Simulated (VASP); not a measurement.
Calculation: optB86b-vdW, VASP's PBE PAW potentials (set 64) (plane waves; VASP).

The input files of a VASP run:

File POSCAR:
```
PtSe2
1
    1.8718615575    -3.2421595740     0.0000000000
    1.8718615575     3.2421595740     0.0000000000
    0.0000000000     0.0000000000     4.9224266876
Pt Se
1 2
Direct
  0.0000000000   0.0000000000   0.0000000000
  0.3333330000   0.6666670000   0.2603164899
  0.6666670000   0.3333330000   0.7396835101
```

### INCAR
```
! general
SYSTEM  =PtSe2
PREC    =Accurate
ENCUT   =520
LREAL   =F
LASPH   =T

! electronic loop
EDIFF   =1E-7
NELM    =100
ALGO    =Normal
LMAXMIX =6

! smearing
ISMEAR  =1
SIGMA   =0.1

! functional
GGA     =MK
LUSE_VDW=T
AGGAC   =0.0
PARAM1  =0.1234
PARAM2  =1.0

! ions
IBRION  =2
NSW     =30
ISIF    =4
EDIFFG  =-0.01

! output
LWAVE   =F
LCHARG  =F
```

**KPOINTS**
```
kpoints
0
Gamma
  9 9 6
0 0 0
```

POTCAR, in this order: Pt Se (PBE.64 set). Program: vasp_std.

Unless said otherwise, spin-orbit coupling is left out, though it shifts the bands of the heavy elements here.

### Question
Estimate the energy per atom (σ→0), band gap (on the k-mesh).

### Answer

The energy per atom (σ→0) is -285.1 kJ/mol of atoms and the band gap (on the k-mesh) is none (metal, semimetal or under 0.01 eV).

File OSZICAR:
```
...
       N       E                     dE             d eps       ncg     rms          rms(c)
DAV:   1    -0.886592788737E+01   -0.82865E-03   -0.46141E-02  1874   0.155E+00    0.140E-01
DAV:   2    -0.886537512227E+01    0.55277E-03   -0.17414E-03  2014   0.345E-01    0.734E-02
DAV:   3    -0.886526336635E+01    0.11176E-03   -0.32946E-04  2168   0.168E-01    0.372E-02
DAV:   4    -0.886523541010E+01    0.27956E-04   -0.95954E-05  2049   0.775E-02    0.153E-02
DAV:   5    -0.886523489754E+01    0.51255E-06   -0.97960E-06  2070   0.228E-02    0.550E-03
DAV:   6    -0.886523499024E+01   -0.92703E-07   -0.76144E-07  2301   0.692E-03
   6 F= -.88652350E+01 E0= -.88653396E+01  d E =-.678565E-03
```

The compound is PtSe2 in the 1T layered structure. This cell is one point of a volume scan, at 0.97 of the reference volume. Symmetry was kept, so distortions that lower it aren't found.
